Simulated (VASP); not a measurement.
Output of a VASP run:

### OSZICAR
```
       N       E                     dE             d eps       ncg     rms          rms(c)
DAV:   1     0.352690104254E+02    0.35269E+02   -0.48909E+03  1424   0.872E+02
DAV:   2    -0.266557013954E+01   -0.37935E+02   -0.35485E+02  1323   0.178E+02
DAV:   3    -0.294566211680E+01   -0.28009E+00   -0.28004E+00  1524   0.188E+01
DAV:   4    -0.294628983770E+01   -0.62772E-03   -0.62771E-03  1441   0.826E-01
DAV:   5    -0.294629478088E+01   -0.49432E-05   -0.49418E-05  1492   0.662E-02    0.444E+00
DAV:   6    -0.272050235749E+01    0.22579E+00   -0.11312E+00  1320   0.114E+01    0.300E+00
DAV:   7    -0.271473768426E+01    0.57647E-02   -0.55775E-03  1391   0.817E-01    0.171E+00
DAV:   8    -0.271236127948E+01    0.23764E-02   -0.70603E-04  1358   0.270E-01    0.504E-02
DAV:   9    -0.271237340665E+01   -0.12127E-04   -0.11661E-05  1559   0.347E-02    0.131E-02
DAV:  10    -0.271237858274E+01   -0.51761E-05   -0.37841E-06  1395   0.240E-02    0.228E-03
DAV:  11    -0.271237849132E+01    0.91424E-07   -0.79434E-08   672   0.311E-03
   1 F= -.27123785E+01 E0= -.27122479E+01  d E =-.391820E-03
```

### OUTCAR
```
------------------------ aborting loop because EDIFF is reached ----------------------------------------
  FORCE on cell =-STRESS in cart. coord.  units (eV):
  Direction    XX          YY          ZZ          XY          YZ          ZX
  --------------------------------------------------------------------------------------
  Total       -0.1932638     -0.1932638     -0.1932638      0.0000000      0.0000000     -0.0000000
  in kB      -17.0588833    -17.0588833    -17.0588833      0.0000000      0.0000000     -0.0000000
  external PRESSURE =     -17.0588833 kB  Pullay stress =       0.0000000 kB
  volume of cell :       18.15
      direct lattice vectors                 reciprocal lattice vectors
     0.000000000  2.085900000  2.085900000    -0.239704684  0.239704684  0.239704684
     2.085900000  0.000000000  2.085900000     0.239704684 -0.239704684  0.239704684
     2.085900000  2.085900000  0.000000000     0.239704684  0.239704684 -0.239704684
 POSITION                                       TOTAL-FORCE (eV/Angst)
 -----------------------------------------------------------------------------------
      0.00000      0.00000      0.00000         0.000000     -0.000000      0.000000
 -----------------------------------------------------------------------------------
    total drift:                               -0.000000     -0.000000     -0.000000
  FREE ENERGIE OF THE ION-ELECTRON SYSTEM (eV)
  ---------------------------------------------------
  free  energy   TOTEN  =        -2.7123784913 eV

  energy  without entropy=       -2.7119866710  energy(sigma->0) =       -2.71224788
```
(Selected blocks of OUTCAR.)

### POSCAR
```
Ag
1
    0.0000000000     2.0859000000     2.0859000000
    2.0859000000     0.0000000000     2.0859000000
    2.0859000000     2.0859000000     0.0000000000
Ag
1
Direct
  0.0000000000   0.0000000000   0.0000000000
```

Q: Write an INCAR and KPOINTS that could have produced this output.

A: Several could match; the one computed here: the input of the run itself, PBE GGA, plane waves, VASP's PBE PAW potentials (set 64).

### KPOINTS
```
K-points
0
G
  12 12 12
```

**INCAR**
```
SYSTEM = Ag
PREC = Accurate
ENCUT = 400
EDIFF = 1E-6
NELM = 100
ALGO = Normal
LREAL = .FALSE.
LASPH = .TRUE.
ISMEAR = 1
SIGMA = 0.1
GGA = PE
LMAXMIX = 4
LWAVE = .FALSE.
LCHARG = .FALSE.
ISIF = 2
```

POTCAR, in this order: Ag (PBE.64 set). Program: vasp_std.

The compound is Ag in the fcc structure. The cell was not relaxed at this level. The run is one of a series of settings (KPOINTS 12×12×12 Γ-centred mesh against the base run), some of them coarse on purpose.
